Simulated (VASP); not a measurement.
Consider the following.

```xyz
2
Lattice="0.0000 2.8788 2.8788 2.8788 0.0000 2.8788 2.8788 2.8788 0.0000" Properties=species:S:1:pos:R:3 pbc="T T T"
Ag     2.8788     2.8788     0.0000
Br     2.8788     2.8788     2.8788
```

Level of theory: rev-vdW-DF2, VASP's PBE PAW potentials (set 64) (plane waves; VASP). Run with 520 eV cut-off, Gaussian smearing of 0.050 eV, potentials Ag Br.

### Question
Give the energies of bands 2 to 11 at the high-symmetry points, in eV from the valence-band maximum.

### Answer

```tsv
band	Γ	X	U	L	W
2	-2.79	-4.21	-4.15	-5.21	-4.15
3	-2.79	-3.06	-4.07	-4.12	-3.89
4	-2.79	-2.77	-3.74	-4.12	-3.89
5	-2.78	-2.77	-2.64	-2.49	-2.39
6	-2.78	-2.62	-2.44	-2.49	-2.37
7	-1.88	-2.39	-2.21	-2.15	-2.28
8	-1.88	-2.39	-2.02	0.00	-2.28
9	-1.88	-2.29	-1.19	0.00	-1.53
10	0.58	1.53	2.90	3.71	3.70
11	9.93	7.07	6.80	6.44	7.09
```

The gap is indirect, 0.58 eV, from the valence maximum at L to the conduction minimum at Γ.

The compound is AgBr in the rock salt structure. It was relaxed first.
